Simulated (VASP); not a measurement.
Here is the system:

```
CELL_PARAMETERS angstrom
      5.93838     0.00000     0.00000
      0.00000     5.93838     0.00000
      0.00000     0.00000     5.93838
ATOMIC_POSITIONS crystal
  Cs 0.00000 0.00000 0.00000
  Pb 0.50000 0.50000 0.50000
  Br 0.50000 0.00000 0.50000
  Br 0.00000 0.50000 0.50000
  Br 0.50000 0.50000 0.00000
```

The numbers are results of PW91 GGA, VASP's PBE PAW potentials (set 64) (plane waves; VASP 6.6.1), not measurements. Numerical set-up: 520 eV cut-off, 4×4×4 Γ-centred mesh, Gaussian smearing of 0.050 eV, potentials Cs_sv Pb_d Br.

Unless said otherwise, spin-orbit coupling is left out, though it shifts the bands of the heavy elements here.

Problem. Estimate the energy per atom (σ→0), band gap (on the k-mesh) with the smallest direct gap where there is one.

Solution. 
```yaml
band gap (on the k-mesh): 1.64 eV
smallest direct gap (on the k-mesh): 1.64 eV
energy per atom (σ→0): -3198 meV/atom
```

The compound is CsPbBr3 in the cubic perovskite structure, the ideal cubic form; the compound distorts at low or room temperature. This cell is one point of a volume scan, at 0.97 of the reference volume.
